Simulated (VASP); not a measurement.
Wanted: the native input for a VASP 6.6.1 run.

```yaml
Task: relaxation of cell and atoms
Functional: PBE
Potentials_or_basis: VASP PAW PBE potentials, release 64 (Zn, Cd, Se, S)
Cutoff: 520 eV
k_mesh: 6 × 6 × 2
Occupations: gaussian, width 0.15 eV
Spin: no spin polarisation
Further_INCAR_settings: PREC = Normal; LREAL = Auto; ALGO = Fast; EDIFF = 1e-05; ISYM = 0; IBRION = 2; EDIFFG = -0.03; NSW = 110; ISIF = 3
```

The structure of ZnCd3Se3S lies in POSCAR:

```
ZnCd3Se3S
1.0
    4.0656408100      0.0178792900     -0.0008446400
   -2.0173360100      3.5629090200      0.0875618800
   -0.0027935900      0.3327961400     14.0290457700
Zn Cd Se S
1 3 3 1
Direct
    0.9705888500      0.0017895300      0.9865181400
    0.7343216700      0.3221936200      0.4972209800
    0.3276412800      0.6831913800      0.7691193800
    0.3311164200      0.6736265600      0.2391556500
    0.5966384100      0.3000797700      0.6961566200
    0.9939372500      0.9736076600      0.1868960200
    0.3659943200      0.6993769900      0.4302324700
    0.3191263600      0.6450618500      0.9489682300
```

The cell was built by a generator and needn't be a form met in nature.

These files were run (other wordings do the same):

INCAR

```
PREC = Normal
ENCUT = 520
EDIFF = 1E-5
ISMEAR = 0
SIGMA = 0.15
LREAL = Auto
LASPH = True
NELM = 80
ALGO = Fast
ISIF = 3
LWAVE = False
LCHARG = False
GGA = PE
IBRION = 2
NSW = 110
EDIFFG = -0.03
ISYM = 0
KPAR = 4
```

KPOINTS

```
regular mesh
0
Gamma
  6 6 2
```

Potentials or basis: VASP PAW PBE potentials, release 64 (Zn, Cd, Se, S).

Run with:

```console
$ cat potpaw_PBE.64/Zn/POTCAR potpaw_PBE.64/Cd/POTCAR potpaw_PBE.64/Se/POTCAR potpaw_PBE.64/S/POTCAR > POTCAR
$ mpirun -np 4 vasp_std > vasp.out
```

Results of the run:

| Item | Value |
| --- | --- |
| Relaxed volume | 27.35 Å³/atom |
| Relaxed cell | a = 4.238 Å, b = 4.242 Å, c = 14.051 Å, α = 89.99°, β = 89.97°, γ = 119.98° |
| Space group after relaxing (to 0.05 Å) | Cm (No. 8) |
| Energy gained by relaxing | 164.7 meV/atom |
| Ionic steps | 37 |
| Pressure after relaxing | 0.0 GPa |
| Largest force after relaxing | 0.021 eV/Å |
| Band gap on the k mesh | 0.48 eV, direct |

It took 18 min on 4 MPI ranks on AMD EPYC 7R13 Processor (Zen 3) (shared host), peak memory 0.35 GiB a rank.
